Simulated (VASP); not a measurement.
A VASP calculation is set up with these files.

**KPOINTS**
```
Automatic mesh
0
Gamma
6 6 6
0 0 0
```

INCAR:
```
! general
SYSTEM   =  PbSe
PREC     =  Accurate
ENCUT    =  400
LREAL    =  F
LASPH    =  T   ! aspherical one-centre terms

! electronic loop
EDIFF    =  1E-6   ! SCF stop (eV)
NELM     =  100
ALGO     =  Normal   ! blocked Davidson
LMAXMIX  =  4

! smearing
ISMEAR   =  0   ! Gaussian
SIGMA    =  0.05   ! width (eV)

! functional
GGA      =  PE

! ions
IBRION   =  2
NSW      =  60   ! most ionic steps
ISIF     =  3
EDIFFG   =  -0.01   ! ionic stop

! output
LWAVE    =  F
LCHARG   =  F
```

### POSCAR
```
PbSe
1
   -0.0000000000     3.4390568171     3.4390568171
    3.4390568171    -0.0000000000     3.4390568171
    3.4390568171     3.4390568171     0.0000000000
Pb Se
1 1
Direct
  0.0000000000   0.0000000000   0.0000000000
  0.2500000000   0.2500000000   0.2500000000
```

POTCAR, in this order: Pb_d Se (PBE.64 set). Program: vasp_std.

### Question
Translate this PBE calculation to Ansatz.

### Answer
One equivalent input (not run):
Ansatz 0.2 input:
```yaml
crystal:
  lattice:
    - [0.0000000, 3.4390568, 3.4390568]
    - [3.4390568, 0.0000000, 3.4390568]
    - [3.4390568, 3.4390568, 0.0000000]
  atoms:
    - { symbol: Pb, position: [0.0000000, 0.0000000, 0.0000000] }
    - { symbol: Se, position: [0.2500000, 0.2500000, 0.2500000] }
kpoints:
  mp_grid: { grid: [6, 6, 6] }
hamiltonian:
  xc: pbe
  pseudopotentials: { kind: paw }
scf:
  occupations: { method: gaussian, width: 0.05 }
  max_iter: 100
relax:
  max_steps: 60
  f_tol: 0.01
  cell: {}
output: { forces: true, stress: true, eigenvalues: true }
```
Limits of the translation: each code has its own PAW files, so the cut-off isn't converted (ENCUT is set for VASP's; basis.ecutwfc is left out, and Ansatz then takes the one that its files recommend); Ansatz stops its SCF on the density residual and VASP on the energy change (EDIFF).

The structure was generated: PbSe was put into the zinc blende type (F-43m), which need not be its known phase. This run relaxes it. Symmetry was kept, so distortions that lower it aren't found. The start is the result of an earlier pass.
